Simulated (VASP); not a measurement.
A convergence study with VASP on Nb (bcc): one setting is varied, all else stays as given below, so the limit is that of these other settings.

```xyz
1
Lattice="-1.6500 1.6500 1.6500 1.6500 -1.6500 1.6500 1.6500 1.6500 -1.6500" Properties=species:S:1:pos:R:3 pbc="T T T"
Nb     0.0000     0.0000     0.0000
```

The numbers are results of PBEsol GGA, VASP's PBE PAW potentials (set 64) (plane waves; VASP 6.6.1), not measurements. The tightest run used: 550 eV cut-off, 25×25×25 Γ-centred mesh, tetrahedra with Blöchl corrections, potentials Nb_sv.

```
setting     E (eV/atom)  pressure (GPa)  irreducible k-points
----------  -----------  --------------  --------------------
3×3×3 mesh     -11.2150           -6.48                     4
4×4×4 mesh     -11.0539           -4.24                     8
5×5×5 mesh     -11.0284           -6.76                    10
6×6×6 mesh     -11.0204           -7.23                    16
7×7×7 mesh     -11.0065           -5.58                    20
8×8×8 mesh     -10.9818           -5.50                    29
9×9×9 mesh     -10.9560           -5.07                    35
```

These are the cheaper rows. Estimate the results at 25×25×25 mesh, and how far the last row shown lies from them.

```csv
quantity,tightest run,last row shown is off by
E (eV/atom),-10.9458,-0.0102
pressure (GPa),-4.77,-0.30
```

Left out are rungs that failed or repeat a setting and relaxations that didn't move; long series are thinned to 24 rows.

The compound is Nb in the bcc structure. The cell was not relaxed at this level.
